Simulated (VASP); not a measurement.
Level of theory: TPSS meta-GGA, VASP's PBE PAW potentials (set 64) (plane waves; VASP).

VASP input:

**KPOINTS**
```
K-points
0
G
 18 18 18
```

INCAR:
```
SYSTEM = Pd
PREC = Accurate
ENCUT = 520
EDIFF = 1E-7
NELM = 100
ALGO = Normal
LREAL = .FALSE.
LASPH = .TRUE.
ISMEAR = -5
METAGGA = TPSS
LMIXTAU = .TRUE.
LMAXMIX = 4
LWAVE = .FALSE.
LCHARG = .FALSE.
LORBIT = 11
NEDOS = 601
ISIF = 2
```

### POSCAR
```
Pd
1
    0.0000000000     1.9525907246     1.9525907246
    1.9525907246    -0.0000000000     1.9525907246
    1.9525907246     1.9525907246     0.0000000000
Pd
1
Direct
  0.0000000000   0.0000000000   0.0000000000
```

### KPOINTS_OPT
```
k-points along high-symmetry lines
10
Line-mode
Reciprocal
  0.000000   0.000000   0.000000 ! GAMMA
  0.500000   0.000000   0.500000 ! X

  0.500000   0.000000   0.500000 ! X
  0.625000   0.250000   0.625000 ! U

  0.375000   0.375000   0.750000 ! K
  0.000000   0.000000   0.000000 ! GAMMA

  0.000000   0.000000   0.000000 ! GAMMA
  0.500000   0.500000   0.500000 ! L

  0.500000   0.500000   0.500000 ! L
  0.500000   0.250000   0.750000 ! W

  0.500000   0.250000   0.750000 ! W
  0.500000   0.000000   0.500000 ! X
```

POTCAR, in this order: Pd (PBE.64 set). Program: vasp_std.

The run wrote:

### OUTCAR
```
 ion  position               nearest neighbor table
   1  0.000  0.000  0.000-
  LATTYP: Found a face centered cubic cell.
 ALAT       =     3.9051814492
 Subroutine PRICEL returns:
 Original cell was already a primitive cell.
 Subroutine GETGRP returns: Found 48 space group operations
The static configuration has the point symmetry O_h .
The dynamic configuration has the point symmetry O_h .
 Subroutine INISYM returns: Found 48 space group operations
 Subroutine IBZKPT returns following result:
 Found    195 irreducible k-points:

 Following reciprocal coordinates:
            Coordinates               Weight
  0.000000  0.000000  0.000000      1.000000
  0.055556  0.000000  0.000000      8.000000
  0.111111  0.000000  0.000000      8.000000
  0.166667  0.000000  0.000000      8.000000
  0.222222  0.000000  0.000000      8.000000
  0.277778  0.000000  0.000000      8.000000
  0.333333  0.000000  0.000000      8.000000
  0.388889  0.000000  0.000000      8.000000
  0.444444  0.000000  0.000000      8.000000
  0.500000  0.000000  0.000000      4.000000
  0.055556  0.055556  0.000000      6.000000
  0.111111  0.055556  0.000000     24.000000
  0.166667  0.055556  0.000000     24.000000
  0.222222  0.055556  0.000000     24.000000
  0.277778  0.055556  0.000000     24.000000
  0.333333  0.055556  0.000000     24.000000
  0.388889  0.055556  0.000000     24.000000
  0.444444  0.055556  0.000000     24.000000
  0.500000  0.055556  0.000000     24.000000
 -0.444444  0.055556  0.000000     24.000000
 -0.388889  0.055556  0.000000     24.000000
 -0.333333  0.055556  0.000000     24.000000
 -0.277778  0.055556  0.000000     24.000000
 -0.222222  0.055556  0.000000     24.000000
 -0.166667  0.055556  0.000000     24.000000
...
```

OSZICAR:
```
       N       E                     dE             d eps       ncg     rms          rms(c)
DAV:   1     0.446206980570E+02    0.44621E+02   -0.58515E+03  3607   0.120E+03
DAV:   2    -0.104508806668E+02   -0.55072E+02   -0.53686E+02  3988   0.257E+02
DAV:   3    -0.113552008891E+02   -0.90432E+00   -0.88702E+00  5498   0.399E+01
DAV:   4    -0.113645596566E+02   -0.93588E-02   -0.93624E-02  4876   0.345E+00
DAV:   5    -0.113646552986E+02   -0.95642E-04   -0.95858E-04  5591   0.362E-01    0.852E+00
DAV:   6    -0.136500338406E+02   -0.22854E+01   -0.61762E+00  3530   0.354E+01    0.352E+00
DAV:   7    -0.130519518240E+02    0.59808E+00   -0.12025E+00  3736   0.112E+01    0.196E+00
DAV:   8    -0.134740456944E+02   -0.42209E+00   -0.10148E-01  3606   0.504E+00    0.151E+00
DAV:   9    -0.135131294140E+02   -0.39084E-01   -0.98238E-02  3810   0.292E+00    0.900E-01
DAV:  10    -0.137006724866E+02   -0.18754E+00   -0.11233E-01  3578   0.356E+00    0.501E-01
DAV:  11    -0.136977556408E+02    0.29168E-02   -0.13517E-02  3639   0.103E+00    0.166E-01
DAV:  12    -0.136974973097E+02    0.25833E-03   -0.20246E-03  3707   0.421E-01    0.561E-02
DAV:  13    -0.136974152329E+02    0.82077E-04   -0.36102E-04  3646   0.198E-01    0.109E-02
DAV:  14    -0.136974618671E+02   -0.46634E-04   -0.88002E-05  3795   0.759E-02    0.181E-02
DAV:  15    -0.136974632192E+02   -0.13521E-05   -0.36961E-06  4050   0.237E-02    0.153E-02
DAV:  16    -0.136974655370E+02   -0.23178E-05   -0.95168E-06  3647   0.279E-02    0.532E-03
DAV:  17    -0.136974674022E+02   -0.18652E-05   -0.15279E-06  3639   0.132E-02    0.201E-03
DAV:  18    -0.136974679604E+02   -0.55823E-06   -0.10080E-07  1885   0.285E-03    0.109E-03
DAV:  19    -0.136974681905E+02   -0.23001E-06   -0.16751E-08  1807   0.121E-03    0.682E-04
DAV:  20    -0.136974685163E+02   -0.32589E-06   -0.29412E-08  1801   0.166E-03    0.142E-04
DAV:  21    -0.136974686071E+02   -0.90746E-07   -0.26836E-09  1780   0.502E-04
   1 F= -.13697469E+02 E0= -.13697469E+02  d E =0.000000E+00
       N       E                     dE             ncg
```

**OUTCAR**
```
------------------------ aborting loop because EDIFF is reached ----------------------------------------
  FORCE on cell =-STRESS in cart. coord.  units (eV):
  Direction    XX          YY          ZZ          XY          YZ          ZX
  --------------------------------------------------------------------------------------
  Total       -0.0177831     -0.0177831     -0.0177831      0.0000000     -0.0000000      0.0000000
  in kB       -1.9136173     -1.9136173     -1.9136173      0.0000000     -0.0000000      0.0000000
  external PRESSURE =      -1.9136173 kB  Pullay stress =       0.0000000 kB
  volume of cell :       14.89
      direct lattice vectors                 reciprocal lattice vectors
     0.000000000  1.952590725  1.952590725    -0.256070048  0.256070048  0.256070048
     1.952590725  0.000000000  1.952590725     0.256070048 -0.256070048  0.256070048
     1.952590725  1.952590725  0.000000000     0.256070048  0.256070048 -0.256070048
 POSITION                                       TOTAL-FORCE (eV/Angst)
 -----------------------------------------------------------------------------------
      0.00000      0.00000      0.00000         0.000000      0.000000      0.000000
 -----------------------------------------------------------------------------------
    total drift:                               -0.000000     -0.000000     -0.000000
  FREE ENERGIE OF THE ION-ELECTRON SYSTEM (eV)
  ---------------------------------------------------
  free  energy   TOTEN  =       -13.6974686071 eV

  energy  without entropy=      -13.6974686071  energy(sigma->0) =      -13.69746861

 total charge

# of ion       s       p       d       tot
------------------------------------------
    1        0.507   0.467   8.445   9.419
```
(Selected blocks of OUTCAR.)

File OUTCAR:
```
 val. band max:        9.6001373870   @ k =   0.5000   0.4444   0.0000

 cond. band min:       9.5904086225   @ k =  -0.4444   0.3889   0.1111


 Fermi energy:         9.5665358723

 k-point     1 :       0.0000    0.0000    0.0000
  band No.  band energies     occupation
      1       2.5071      2.00000
      2       6.7816      2.00000
      3       6.7816      2.00000
      4       6.7816      2.00000
      5       8.3473      2.00000
      6       8.3473      2.00000
      7      26.7477      0.00000
      8      31.5145      0.00000
      9      31.5145      0.00000

 k-point     2 :       0.0556    0.0000    0.0000
  band No.  band energies     occupation
      1       2.6187      2.00000
      2       6.7414      2.00000
      3       6.8206      2.00000
      4       6.8206      2.00000
      5       8.3283      2.00000
      6       8.3283      2.00000
      7      26.8651      0.00000
      8      30.7170      0.00000
      9      31.6413      0.00000

 k-point     3 :       0.1111    0.0000    0.0000
  band No.  band energies     occupation
      1       2.9412      2.00000
      2       6.6412      2.00000
      3       6.9219      2.00000
      4       6.9219      2.00000
      5       8.2888      2.00000
      6       8.2888      2.00000
      7      27.1225      0.00000
      8      29.1510      0.00000
      9      32.0011      0.00000

 k-point     4 :       0.1667    0.0000    0.0000
  band No.  band energies     occupation
      1       3.4281      2.00000
      2       6.5469      2.00000
      3       7.0337      2.00000
      4       7.0337      2.00000
      5       8.2847      2.00000
      6       8.2847      2.00000
      7      26.7606      0.00000
      8      28.0051      0.00000
      9      32.5241      0.00000

 k-point     5 :       0.2222    0.0000    0.0000
  band No.  band energies     occupation
      1       3.9622      2.00000
      2       6.5970      2.00000
      3       7.0774      2.00000
...
```

For a metal the tetrahedron method with Blöchl corrections gives inexact stress and forces.

The compound is Pd in the fcc structure. It was relaxed first.
